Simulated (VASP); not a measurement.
Calculation: MS2 meta-GGA, VASP's PBE PAW potentials (set 64) (plane waves; VASP).

The input files of a VASP run:

### INCAR
```
SIGMA=0.05   # width (eV)
LWAVE=F
SYSTEM=LiH
LREAL=F
ISIF=2   # forces and stress, cell fixed
NELM=100
EDIFF=1E-7
ALGO=Normal   # blocked Davidson
LCHARG=F
LASPH=T
ISMEAR=0
LMIXTAU=T
ENCUT=520   # plane-wave cut-off (eV)
METAGGA=MS2
PREC=Accurate
```

POSCAR:
```
LiH
3.9790680
  0.0000000000   0.4999999505   0.4999999505
  0.4999999505   0.0000000000   0.4999999505
  0.4999999505   0.4999999505   0.0000000000
Li H
1 1
Cartesian
  0.0000000000   0.0000000000   0.0000000000
  0.4999999505   0.4999999505   0.4999999505
```

**KPOINTS**
```
Automatic mesh
0
Gamma
11 11 11
0 0 0
```

POTCAR, in this order: Li_sv H (PBE.64 set). Program: vasp_std.

Output

File OSZICAR:
```
       N       E                     dE             d eps       ncg     rms          rms(c)
DAV:   1    -0.468246046487E+01   -0.46825E+01   -0.14400E+03   690   0.582E+02
DAV:   2    -0.875940437603E+01   -0.40769E+01   -0.40769E+01   906   0.639E+01
DAV:   3    -0.883532513105E+01   -0.75921E-01   -0.75921E-01   834   0.799E+00
DAV:   4    -0.883675279791E+01   -0.14277E-02   -0.14277E-02   888   0.754E-01
DAV:   5    -0.883675715021E+01   -0.43523E-05   -0.43523E-05   822   0.435E-02    0.270E+00
DAV:   6    -0.712265017347E+01    0.17141E+01   -0.50171E-01   762   0.784E+00    0.162E+00
DAV:   7    -0.724323251827E+01   -0.12058E+00   -0.79772E-01   702   0.627E+00    0.693E-01
DAV:   8    -0.738667422679E+01   -0.14344E+00   -0.52363E-01   708   0.549E+00    0.336E-01
DAV:   9    -0.736262943325E+01    0.24045E-01   -0.22168E-02   738   0.191E+00    0.383E-01
DAV:  10    -0.748235113604E+01   -0.11972E+00   -0.15579E-01   672   0.465E+00    0.201E-01
DAV:  11    -0.739474791825E+01    0.87603E-01   -0.15005E-01   672   0.394E+00    0.307E-01
DAV:  12    -0.740094241800E+01   -0.61945E-02   -0.18420E-02   702   0.136E+00    0.128E-01
DAV:  13    -0.740016905973E+01    0.77336E-03   -0.69277E-04   702   0.306E-01    0.764E-02
DAV:  14    -0.740061938394E+01   -0.45032E-03   -0.71160E-04   678   0.294E-01    0.902E-03
DAV:  15    -0.740008884581E+01    0.53054E-03   -0.76247E-04   678   0.338E-01    0.534E-03
DAV:  16    -0.740009285582E+01   -0.40100E-05   -0.26354E-05   744   0.606E-02    0.740E-03
DAV:  17    -0.740009608180E+01   -0.32260E-05   -0.15415E-06   738   0.146E-02    0.538E-03
DAV:  18    -0.740012403052E+01   -0.27949E-04   -0.13816E-05   702   0.434E-02    0.242E-03
DAV:  19    -0.740011868033E+01    0.53502E-05   -0.22030E-06   672   0.223E-02    0.191E-03
DAV:  20    -0.740011569591E+01    0.29844E-05   -0.29485E-07   786   0.635E-03    0.990E-04
DAV:  21    -0.740011554715E+01    0.14876E-06   -0.29775E-07   858   0.528E-03    0.169E-04
DAV:  22    -0.740011590800E+01   -0.36085E-06   -0.10210E-08   522   0.118E-03    0.625E-05
DAV:  23    -0.740011615527E+01   -0.24727E-06   -0.12693E-09   342   0.407E-04    0.670E-05
DAV:  24    -0.740011611484E+01    0.40427E-07   -0.18544E-09   336   0.660E-04
   1 F= -.74001161E+01 E0= -.74001161E+01  d E =-.187946E-10
```

File OUTCAR:
```
------------------------ aborting loop because EDIFF is reached ----------------------------------------
  FORCE on cell =-STRESS in cart. coord.  units (eV):
  Direction    XX          YY          ZZ          XY          YZ          ZX
  --------------------------------------------------------------------------------------
  Total       -0.1253728     -0.1253728     -0.1253728     -0.0000000      0.0000000     -0.0000000
  in kB      -12.7535146    -12.7535146    -12.7535146     -0.0000000      0.0000000     -0.0000000
  external PRESSURE =     -12.7535146 kB  Pullay stress =       0.0000000 kB
  volume of cell :       15.75
      direct lattice vectors                 reciprocal lattice vectors
     0.000000000  1.989533803  1.989533803    -0.251315157  0.251315157  0.251315157
     1.989533803  0.000000000  1.989533803     0.251315157 -0.251315157  0.251315157
     1.989533803  1.989533803  0.000000000     0.251315157  0.251315157 -0.251315157
  FREE ENERGIE OF THE ION-ELECTRON SYSTEM (eV)
  ---------------------------------------------------
  free  energy   TOTEN  =        -7.4001161148 eV

  energy  without entropy=       -7.4001161148  energy(sigma->0) =       -7.40011611
```
(Selected blocks of OUTCAR.)

The compound is LiH in the rock salt structure. This cell is one point of a volume scan, at 1.03 of the reference volume.
